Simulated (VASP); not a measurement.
The system is PtSe2.

```
Pt Se
1.0
     3.72400    0.00000    0.00000
    -1.86200    3.22508    0.00000
     0.00000    0.00000    5.06200
Pt Se
1 2
Direct
  0.00000 0.00000 0.00000
  0.33333 0.66667 0.25000
  0.66667 0.33333 0.75000
```

```yaml
Program: VASP 6.6.1
Task: relaxation of cell and atoms
Functional: PBE
Dispersion: D3(BJ)
Potentials_or_basis: VASP PAW PBE potentials, release 64 (Pt, Se)
Cutoff: 700 eV
k_mesh: 9 × 9 × 6
Occupations: gaussian, width 0.02 eV
Spin: no spin polarisation
```

At the start: pressure 3.5 GPa; volume 20.27 Å³/atom.

**Question.** How do energy, volume and symmetry change on relaxing?

**Answer.** Over 15 steps the energy falls by 16.5 meV/atom and the volume is 19.79 Å³/atom (-2.3 %); space group P-3m1 (No. 164, to 0.05 Å).

Step by step:
| step | energy change (eV) | largest force (eV/Å) | pressure (GPa) | volume (Å³) |
| --- | --- | --- | --- | --- |
| 1 | 0.0000 | 0.6172 | 3.48 | 60.80 |
| 2 | 0.0314 | 0.3962 | -5.85 | 64.75 |
| 3 | -0.0240 | 0.1825 | -0.59 | 62.31 |
| 4 | -0.0240 | 0.1905 | -0.51 | 62.28 |
| 5 | -0.0293 | 0.1608 | -0.44 | 61.90 |
| 6 | -0.0410 | 0.0666 | -0.11 | 60.76 |
| 7 | -0.0415 | 0.1534 | 0.95 | 58.52 |
| 8 | -0.0456 | 0.0176 | 0.35 | 59.71 |
| 9 | -0.0467 | 0.1417 | -1.26 | 59.94 |
| 10 | -0.0478 | 0.0913 | -0.60 | 59.85 |
| 11 | -0.0493 | 0.0184 | 0.09 | 59.28 |
| 12 | -0.0494 | 0.0021 | -0.04 | 59.39 |
| 13 | -0.0494 | 0.0038 | -0.05 | 59.40 |
| 14 | -0.0494 | 0.0030 | 0.07 | 59.37 |
| 15 | -0.0494 | 0.0005 | 0.00 | 59.38 |

Final structure:
```
Pt Se
1.0
     3.76953    0.00000    0.00000
    -1.88477    3.26451    0.00000
     0.00000    0.00000    4.82577
Pt Se
1 2
Direct
  0.00000 0.00000 0.00000
  0.33333 0.66667 0.26573
  0.66667 0.33333 0.73427
```

Caveat: pairwise dispersion overbinds metals, which lowers pressure and volume.
